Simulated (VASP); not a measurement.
Here is the system:

```yaml
crystal:
  lattice:
    - [0.00000, 2.38803, 2.38803]
    - [2.38803, 0.00000, 2.38803]
    - [2.38803, 2.38803, 0.00000]
  atoms:
    - { symbol: Ca, position: [0.00000, 0.00000, 0.00000] }
    - { symbol: O, position: [0.51570, 0.51570, 0.48430] }
```

All values below come from PBEsol GGA, VASP's PBE PAW potentials (set 64) (plane waves; VASP). Settings: 600 eV cut-off, 10×10×10 Γ-centred mesh, Gaussian smearing of 0.050 eV, potentials Ca_sv O.

Q: Predict the energy per atom (σ→0), largest force.

A: 
```yaml
energy per atom (σ→0): -6.702 eV/atom
largest_force: 0.249 eV/Å
```

The compound is CaO in the rock salt structure. This cell was strained or had an atom moved on purpose.
